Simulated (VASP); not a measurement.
Input:

```
C
1.0
    2.12856    -1.22895    -0.00006
    2.12856     1.22895    -0.00006
   -1.37998     0.00000     3.50303
C
2
Direct
  0.83336   0.83336   0.00005
  0.16664   0.16664   0.99995
```

All values below come from r2SCAN meta-GGA, VASP's PBE PAW potentials (set 64) (plane waves; VASP). Settings: 520 eV cut-off, 14×14×9 Γ-centred mesh, tetrahedra with Blöchl corrections, potentials C.

The path is coarsely sampled, so an indirect gap can come out somewhat too large.

**Question.** Estimate the energy per atom (σ→0), band gap (over mesh and band path) with the smallest direct gap where there is one.

**Answer.** 
```
Quantity                                                       Result
---------------------------------------------  ----------------------
band gap (over mesh and band path)                            0.20 eV
smallest direct gap (over mesh and band path)                 0.20 eV
energy per atom (σ→0)                          -958.9 kJ/mol of atoms
```

Total energies compare only between runs with the same potentials, cut-off and functional.

The structure comes from a computed database's C entry (C2/m); how it stands against other phases isn't given here. It was relaxed first.
